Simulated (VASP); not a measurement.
# MgH12Cl2O6 in VASP: a series of runs

Runs on MgH12Cl2O6. Level: PBE+D3(BJ). Tasks: single point.

Program: VASP 6.6.1. These are calculated values, not measurements. Logs are shortened: lines on timing, memory, paths and dates and some standing lists are left out, and cuts for length are marked.

## Step 1: The crystal as given

The cell holds a amorphous, 21 atoms: a = 6.468 Å, b = 6.468 Å, c = 6.468 Å, α = 90.00°, β = 90.00°, γ = 90.00°.

The cell was built by a generator and needn't be a form met in nature.

## Step 2: Single point, PBE+D3(BJ)

The input, INCAR:

```
  PREC = Accurate
  ENCUT = 520
  EDIFF = 1E-7
  ISMEAR = -1
  SIGMA = 0.02
  LREAL = Auto
  LASPH = True
  NELM = 100
  ALGO = Normal
  ISIF = 2
  LWAVE = False
  LCHARG = False
  GGA = PE
  IVDW = 12
  NBANDS = 48
```

The input, KPOINTS:

```
regular mesh
0
Gamma
  1 1 1
```

The input, POSCAR:

```
MgH12Cl2O6
1.0
    6.4680880000      0.0000000000      0.0000000000
    0.0000000000      6.4680880000      0.0000000000
    0.0000000000      0.0000000000      6.4680880000
O H Mg Cl
6 12 1 2
Direct
    0.7978091826      1.0324844065      0.4371771071
    0.5075843124      0.4236955341      0.6114326212
    0.1554555226      0.1467821712      0.0720305599
    0.0028756566      0.4055448844      0.4525912449
    0.2648541578      0.6201678147      0.9571762165
    0.6935279792     -0.1282140874      0.7879608317
    0.8219894349      1.1802096694      0.4844862964
    0.9420249075      0.9708587762      0.4378573699
    0.3772212128      0.4259373094      0.5335889060
    0.6033931511      0.4593629524      0.4941955026
    0.2885242130      0.2068926706      0.0620276038
    0.1682104511      0.0425782704      0.1675611092
    0.0124302576      0.3613587199      0.3082672963
    0.0252934097      0.5511675166      0.4615274251
    0.1707923578      0.6996039633      0.8569765903
    0.1950344522      0.6184980786      1.0911725382
    0.7785608359     -0.0541118179      0.8922729561
    0.7212796115     -0.0615019462      0.6358911629
    0.5484000836      0.6245276811      0.8717568468
    0.1784453149      0.8084614804      0.5525744238
    0.6763977237      0.3895432468      0.0819407528
```

Potentials or basis: VASP PAW PBE potentials, release 64 (O, H, Mg, Cl).

Started as:

```sh
$ cat potpaw_PBE.64/O/POTCAR potpaw_PBE.64/H/POTCAR potpaw_PBE.64/Mg/POTCAR potpaw_PBE.64/Cl/POTCAR > POTCAR
$ mpirun -np 1 vasp_gam > vasp.out
```

OUTCAR:

```text
PREC = Accurate
   ENCUT = 520
   EDIFF = 1E-7
   ISMEAR = -1
   LREAL = Auto
   LASPH = True
   NELM = 100
   ISIF = 2
   GGA = PE
   IVDW = 12
 IVDW          = 12

 ion  position               nearest neighbor table
   1  0.798  0.032  0.437-   8 1.01   7 1.02
   2  0.508  0.424  0.611-   9 0.98  10 1.01  19 2.14
   3  0.155  0.147  0.072-  12 0.92  11 0.95
   4  0.003  0.406  0.453-  14 0.95  13 0.98
   5  0.265  0.620  0.957-  16 0.98  15 1.03  19 1.92
   6  0.694  0.872  0.788-  17 0.99  18 1.09  19 1.93
   7  0.822  0.180  0.484-   1 1.02
   8  0.942  0.971  0.438-   1 1.01
   9  0.377  0.426  0.534-   2 0.98
  10  0.603  0.459  0.494-   2 1.01
  11  0.289  0.207  0.062-   3 0.95
  12  0.168  0.043  0.168-   3 0.92
  13  0.012  0.361  0.308-   4 0.98
  14  0.025  0.551  0.462-   4 0.95
  15  0.171  0.700  0.857-   5 1.03
  16  0.195  0.618  0.091-   5 0.98
  17  0.779  0.946  0.892-   6 0.99
  18  0.721  0.938  0.636-   6 1.09
  19  0.548  0.625  0.872-   5 1.92   6 1.93   2 2.14  21 2.20
  20  0.178  0.808  0.553-
  21  0.676  0.390  0.082-  19 2.20

  LATTYP: Found a simple cubic cell.
 ALAT       =     6.4680880000

  Lattice vectors:

 A1 = (   6.4680880000,   0.0000000000,   0.0000000000)
 A2 = (   0.0000000000,   6.4680880000,   0.0000000000)
 A3 = (   0.0000000000,   0.0000000000,   6.4680880000)

Analysis of symmetry for initial positions (statically):
=====================================================================
 Subroutine PRICEL returns:
 Original cell was already a primitive cell.

 Routine SETGRP: Setting up the symmetry group for a
 simple cubic supercell.

 Subroutine GETGRP returns: Found  1 space group operations
 (whereof  1 operations were pure point group operations)
 out of a pool of 48 trial point group operations.

The static configuration has the point symmetry C_1 .

Analysis of symmetry for dynamics (positions and initial velocities):
=====================================================================
 Subroutine PRICEL returns:
 Original cell was already a primitive cell.

 Routine SETGRP: Setting up the symmetry group for a
 simple cubic supercell.

 Subroutine GETGRP returns: Found  1 space group operations
 (whereof  1 operations were pure point group operations)
 out of a pool of 48 trial point group operations.

The dynamic configuration has the point symmetry C_1 .

 Subroutine INISYM returns: Found  1 space group operations
 (whereof  1 operations are pure point group operations),
 and found     1 'primitive' translations

----------------------------------------------------------------------------------------

                                     Primitive cell

  volume of cell :     270.6000

  direct lattice vectors                    reciprocal lattice vectors
     6.468088000  0.000000000  0.000000000     0.154605194  0.000000000  0.000000000
     0.000000000  6.468088000  0.000000000     0.000000000  0.154605194  0.000000000
     0.000000000  0.000000000  6.468088000     0.000000000  0.000000000  0.154605194

  length of vectors
     6.468088000  6.468088000  6.468088000     0.154605194  0.154605194  0.154605194

  position of ions in fractional coordinates (direct lattice)
     0.797809183  0.032484407  0.437177107
     0.507584312  0.423695534  0.611432621
     0.155455523  0.146782171  0.072030560
     0.002875657  0.405544884  0.452591245
     0.264854158  0.620167815  0.957176217
     0.693527979  0.871785913  0.787960832
[... 13 lines left out ...]
     0.178445315  0.808461480  0.552574424
     0.676397724  0.389543247  0.081940753

  ion indices of the primitive-cell ions
   primitive index   ion index
                 1           1
                 2           2
                 3           3
                 4           4
                 5           5
                 6           6
[... 13 lines left out ...]
                20          20
                21          21

----------------------------------------------------------------------------------------

 KPOINTS: regular mesh

Automatic generation of k-mesh.
 Grid dimensions read from file:
 generate k-points for:    1    1    1

 Generating k-lattice:

  Cartesian coordinates                     Fractional coordinates (reciprocal lattice)
     0.154605194  0.000000000  0.000000000     1.000000000  0.000000000  0.000000000
     0.000000000  0.154605194  0.000000000     0.000000000  1.000000000  0.000000000
     0.000000000  0.000000000  0.154605194     0.000000000  0.000000000  1.000000000

  Length of vectors
     0.154605194  0.154605194  0.154605194

  Shift w.r.t. Gamma in fractional coordinates (k-lattice)
     0.000000000  0.000000000  0.000000000

 Subroutine IBZKPT returns following result:
 ===========================================

 Found      1 irreducible k-points:

 Following reciprocal coordinates:
            Coordinates               Weight
  0.000000  0.000000  0.000000      1.000000
   k-points           NKPTS =      1   k-points in BZ     NKDIM =      1   number of bands    NBANDS=     48
   number of dos      NEDOS =    301   number of ions     NIONS =     21
   total plane-waves  NPLWV = 110592
   dimension x,y,z NGX =    48 NGY =   48 NGZ =   48
   dimension x,y,z NGXF=    96 NGYF=   96 NGZF=   96
   ions per type =               6  12   1   2
   NGX,Y,Z   is equivalent  to a cutoff of  12.34, 12.34, 12.34 a.u.
   NGXF,Y,Z  is equivalent  to a cutoff of  24.67, 24.67, 24.67 a.u.
 SYSTEM =  unknown system
   PREC   = accura    normal or accurate (medium, high low for compatibility)
   ISTART =      0    job   : 0-new  1-cont  2-samecut
   ICHARG =      2    charge: 1-file 2-atom 10-const
   ISPIN  =      1    spin polarized calculation?
   LNONCOLLINEAR =      F non collinear calculations
   LSORBIT =      F    spin-orbit coupling
   LASPH  =      T    aspherical Exc in radial PAW
   ENCUT  =  520.0 eV  38.22 Ry    6.18 a.u.  12.03 12.03 12.03*2*pi/ulx,y,z
   NELM   =    100;   NELMIN=  2; NELMDL= -5     # of ELM steps
   EDIFF  = 0.1E-06   stopping-criterion for ELM
   LREAL  =      T    real-space projection
   EDIFFG = 0.1E-05   stopping-criterion for IOM
   NSW    =      0    number of steps for IOM
   IBRION =     -1    ionic relax: 0-MD 1-quasi-New 2-CG
   NFREE  =      0    steps in history (QN), initial steepest desc. (CG)
   ISIF   =      2    stress and relaxation
   ISYM   =      2    0-nonsym 1-usesym 2-fastsym
   POTIM  = 0.5000    time-step for ionic-motion
   TEBEG  =    0.0;   TEEND  =   0.0 temperature during run
   PSTRESS=    0.0 pullay stress
   NELECT =      64.0000    total number of electrons
   NUPDOWN=      -1.0000    fix difference up-down
   EMIN   =  10.00;   EMAX   =-10.00  energy-range for DOS
   EFERMI =   0.00;   METHOD = LEGACY
   ISMEAR =    -1;   SIGMA  =   0.02  broadening in eV -4-tet -1-fermi 0-gaus
   EFERMI_NEDOS =   21; number of points for ismear=-14 and -15
   IALGO  =     38    algorithm
   IMIX   =      4    mixing-type and parameters
     AMIX     =   0.40;   BMIX     =  1.00
     AMIX_MAG =   1.60;   BMIX_MAG =  1.00
  volume/ion in A,a.u.               =      12.89        86.96
  Fermi-wavevector in a.u.,A,eV,Ry     =   1.012416  1.913188 13.945777  1.024986
  Thomas-Fermi vector in A             =   2.145524
   LORBIT       =      0    0 simple, 1 ext, 2 COOP (PROOUT), +10 PAW based schemes
   GGA     = PE    functional components
   LHFCALC =     F    Hartree Fock is set to
   AEXX    =    0.0000 exact exchange contribution
   IVDW    =    12    specifies the selected vdW correction
   LEPSILON=     F    determine dielectric tensor
   LRPA    =     F    only Hartree local field effects (RPA)
 non-spin polarized calculation
  energy-cutoff  :      520.00
  volume of cell :      270.60
 maximum number of plane-waves:      3577
   NGX = 25   NGY = 25   NGZ = 25

 number of electron      64.0000003 magnetization

 Free energy of the ion-electron system (eV)
  ---------------------------------------------------
  ext. energy  EPLUGINS =         0.00000000
  ---------------------------------------------------
  free energy    TOTEN  =       -97.32779065 eV

  energy without entropy =      -97.32779065  energy(sigma->0) =      -97.32779065

 E-fermi :  -2.0852     XC(G=0):  -6.9053

 val. band max:       -2.6358274810   @ k =   0.0000   0.0000   0.0000
 cond. band min:       1.4503988904   @ k =   0.0000   0.0000   0.0000
 fundamental gap:      4.0862263714
 Fermi energy:        -2.0851659207

 k-point     1 :       0.0000    0.0000    0.0000
  band No.  band energies     occupation
      1     -22.6397      2.00000
      2     -22.2660      2.00000
      3     -21.8728      2.00000
      4     -21.7068      2.00000
      5     -21.3688      2.00000
      6     -20.9477      2.00000
[... 36 lines left out ...]
     43       6.9326      0.00000
     44       7.0581      0.00000
 [bands above 44 left out]

------------------------ aborting loop because EDIFF is reached ----------------------------------------

 Edisp (eV)   -1.05527

 E8    (eV) :    -0.2760

  FORCE on cell =-STRESS in cart. coord.  units (eV):
  Direction    XX          YY          ZZ          XY          YZ          ZX
  --------------------------------------------------------------------------------------
  -------------------------------------------------------------------------------------
  Total       1.90043     3.20844    -2.13292    -0.86226    -2.99703     0.58603
  in kB      11.25215    18.99663   -12.62866    -5.10533   -17.74494     3.46979
  external pressure =        5.87 kB  Pullay stress =        0.00 kB

 VOLUME and BASIS-vectors are now :
 -----------------------------------------------------------------------------
  energy-cutoff  :      520.00
  volume of cell :      270.60
      direct lattice vectors                 reciprocal lattice vectors
     6.468088000  0.000000000  0.000000000     0.154605194  0.000000000  0.000000000
     0.000000000  6.468088000  0.000000000     0.000000000  0.154605194  0.000000000
     0.000000000  0.000000000  6.468088000     0.000000000  0.000000000  0.154605194

 POSITION                                       TOTAL-FORCE (eV/Angst)
 -----------------------------------------------------------------------------------
      5.16030      0.21011      2.82770         0.348936      0.609856      0.751148
      3.28310      2.74050      3.95480         0.571991      0.844538     -1.347032
      1.00550      0.94940      0.46590        -1.669289      1.742278     -1.842219
      0.01860      2.62310      2.92740        -0.359539     -1.981093     -0.101961
      1.71310      4.01130      6.19110        -1.773163      0.860812     -0.031846
      4.48580      5.63879      5.09660         0.490621      0.604948      0.089576
[... 13 lines left out ...]
      1.15420      5.22920      3.57410         0.337317      0.322049     -0.167764
      4.37500      2.51960      0.53000         0.399599     -0.362248      0.709361
 -----------------------------------------------------------------------------------
    total drift:                                0.012451     -0.002435      0.000815

  FREE ENERGIE OF THE ION-ELECTRON SYSTEM (eV)
  ---------------------------------------------------
  free  energy   TOTEN  =       -98.3830645288 eV

  energy  without entropy=      -98.3830645288  energy(sigma->0) =      -98.38306453
```

Run time: 20 s. Hardware: 1 thread of Intel Xeon Platinum 8488C (Sapphire Rapids), shared host; peak memory 0.31 GiB.

What came out:

- Free energy: -98.3831 eV
- Pressure: 0.6 GPa
- Largest force: 3.332 eV/Å
- Band gap on the k mesh: 4.09 eV, direct
- Dispersion energy per atom: -0.050 eV

Forces on the atoms (eV/Å):
```
O    0.349  0.610  0.751
O    0.572  0.845 -1.347
O   -1.669  1.742 -1.842
O   -0.360 -1.981 -0.102
O   -1.773  0.861 -0.032
O    0.491  0.605  0.090
H    0.015 -1.010 -0.565
H   -0.686  0.253  0.299
H   -0.293 -0.075  0.584
H   -0.256 -0.395  0.865
H    1.454  0.564 -0.259
H    0.376 -2.361  2.321
H   -0.048  0.092 -0.134
H    0.325  1.500  0.104
H    0.742 -0.546  0.282
H    0.318 -0.117 -0.195
H   -0.464 -0.125 -0.909
H    0.160 -0.155  0.724
Mg   0.011 -0.266 -1.178
Cl   0.337  0.322 -0.168
Cl   0.400 -0.362  0.709
```

Expect the measured gap to be larger: semilocal functionals such as PBE lack the derivative discontinuity.

(Continued in part 2 of 2.)
